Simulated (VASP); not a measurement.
Method: PBE GGA, VASP's PBE PAW potentials (set 64) (plane waves; VASP 6.6.1).

VASP ran on this input.

File POSCAR:
```
Cd
1
    3.1421990000     0.0000000000     0.0000000000
   -1.5710990000     2.7212240000     0.0000000000
    0.0000000000     0.0000000000    10.1100460000
Cd
4
Direct
 -0.0078090000  -0.0028550000  -0.0040760000
  0.0049940000  -0.0038950000   0.5012580000
  0.3373200000   0.6845250000   0.2501790000
  0.6654960000   0.3222250000   0.7526380000
```

KPOINTS:
```
Automatic
0
Gamma
 24 24 7
```

**INCAR**
```
ALGO = Normal
EDIFF = 1E-6
ENCUT = 300
GGA = PE
ISIF = 2
ISMEAR = -1
LASPH = T
LCHARG = F
LMAXMIX = 4
LREAL = F
LWAVE = F
NELM = 100
PREC = Accurate
SIGMA = 0.136
SYSTEM = Cd
```

POTCAR, in this order: Cd (PBE.64 set). Program: vasp_std.

The resulting files:

OUTCAR:
```
 ion  position               nearest neighbor table
   1  0.992  0.997  0.996-   4 3.03   4 3.07   4 3.07   3 3.13   3 3.13   3 3.18
   2  0.005  0.996  0.501-   3 3.08   4 3.11   4 3.12   3 3.12   4 3.13   3 3.16
   3  0.337  0.685  0.250-   2 3.08   2 3.12   1 3.13   1 3.13   2 3.16   1 3.18
   4  0.665  0.322  0.753-   1 3.03   1 3.07   1 3.07   2 3.11   2 3.12   2 3.13
  LATTYP: Found a hexagonal cell.
 ALAT       =     3.1421990000
 C/A-ratio  =     3.2175065933
 Subroutine PRICEL returns:
 Original cell was already a primitive cell.
 Subroutine GETGRP returns: Found  1 space group operations
The static configuration has the point symmetry C_1 .
The dynamic configuration has the point symmetry C_1 .
 Subroutine INISYM returns: Found  1 space group operations
 Subroutine IBZKPT returns following result:
 Found   2018 irreducible k-points:

 Following reciprocal coordinates:
            Coordinates               Weight
  0.000000  0.000000  0.000000      1.000000
  0.041667  0.000000  0.000000      2.000000
  0.000000  0.041667  0.000000      2.000000
 -0.041667  0.041667  0.000000      2.000000
  0.083333  0.000000  0.000000      2.000000
  0.000000  0.083333  0.000000      2.000000
 -0.083333  0.083333  0.000000      2.000000
  0.125000 -0.000000  0.000000      2.000000
  0.000000  0.125000  0.000000      2.000000
 -0.125000  0.125000  0.000000      2.000000
  0.166667  0.000000  0.000000      2.000000
  0.000000  0.166667  0.000000      2.000000
 -0.166667  0.166667  0.000000      2.000000
  0.208333  0.000000  0.000000      2.000000
  0.000000  0.208333  0.000000      2.000000
 -0.208333  0.208333  0.000000      2.000000
  0.250000 -0.000000  0.000000      2.000000
  0.000000  0.250000  0.000000      2.000000
 -0.250000  0.250000  0.000000      2.000000
  0.291667 -0.000000  0.000000      2.000000
  0.000000  0.291667  0.000000      2.000000
...
```

**OSZICAR**
```
       N       E                     dE             d eps       ncg     rms          rms(c)
DAV:   1     0.273761707028E+03    0.27376E+03   -0.19592E+04116244   0.113E+03
DAV:   2     0.458850542722E+01   -0.26917E+03   -0.26193E+03116504   0.354E+02
DAV:   3    -0.309311250255E+01   -0.76816E+01   -0.75784E+01125968   0.675E+01
DAV:   4    -0.312365998232E+01   -0.30547E-01   -0.30437E-01118656   0.318E+00
DAV:   5    -0.312376704555E+01   -0.10706E-03   -0.10687E-03123000   0.172E-01    0.696E+00
DAV:   6    -0.294949184135E+01    0.17428E+00   -0.51247E-01117244   0.689E+00    0.547E+00
DAV:   7    -0.293387961332E+01    0.15612E-01   -0.97247E-02116876   0.249E+00    0.165E+00
DAV:   8    -0.293218286573E+01    0.16967E-02   -0.13865E-02115940   0.127E+00    0.156E-01
DAV:   9    -0.293223347440E+01   -0.50609E-04   -0.39473E-05124068   0.531E-02    0.571E-02
DAV:  10    -0.293229963482E+01   -0.66160E-04   -0.55187E-05115984   0.592E-02    0.102E-02
DAV:  11    -0.293229979605E+01   -0.16123E-06   -0.23437E-06 73868   0.158E-02
   1 F= -.29322998E+01 E0= -.28885114E+01  d E =-.875767E-01
```

OUTCAR:
```
------------------------ aborting loop because EDIFF is reached ----------------------------------------
  FORCE on cell =-STRESS in cart. coord.  units (eV):
  Direction    XX          YY          ZZ          XY          YZ          ZX
  --------------------------------------------------------------------------------------
  Total        1.3294566      1.4694525      1.8796720      0.0199938     -0.0014599      0.0070962
  in kB       24.6395985     27.2342255     34.8370644      0.3705569     -0.0270570      0.1315179
  external PRESSURE =      28.9036295 kB  Pullay stress =       0.0000000 kB
  volume of cell :       86.45
      direct lattice vectors                 reciprocal lattice vectors
     3.142199000  0.000000000  0.000000000     0.318248462  0.183740788  0.000000000
    -1.571099000  2.721224000  0.000000000     0.000000000  0.367481692  0.000000000
     0.000000000  0.000000000 10.110046000     0.000000000  0.000000000  0.098911518
 POSITION                                       TOTAL-FORCE (eV/Angst)
 -----------------------------------------------------------------------------------
      1.55105      2.71345     10.06884         0.015262      0.002990      0.209855
     -1.54929      2.71062      5.06774        -0.013817      0.009344      0.013762
     -0.01553      1.86275      2.52932         0.007806     -0.022210     -0.058630
      1.58487      0.87685      7.60920        -0.009250      0.009877     -0.164987
 -----------------------------------------------------------------------------------
    total drift:                               -0.000756      0.002043      0.002237
  FREE ENERGIE OF THE ION-ELECTRON SYSTEM (eV)
  ---------------------------------------------------
  free  energy   TOTEN  =        -2.9322997960 eV

  energy  without entropy=       -2.8447230999  energy(sigma->0) =       -2.88851145
```
(Selected blocks of OUTCAR.)

At this cut-off the stress carries a Pulay error, which pulls relaxed volumes low.

The structure was generated: Cd was put into an ordered model structure, which need not be its known phase. The cell was not relaxed at this level, atoms are displaced from their ideal sites. The run is one of a series of settings (KPOINTS 24×24×7 Γ-centred mesh against the base run), some of them coarse on purpose.
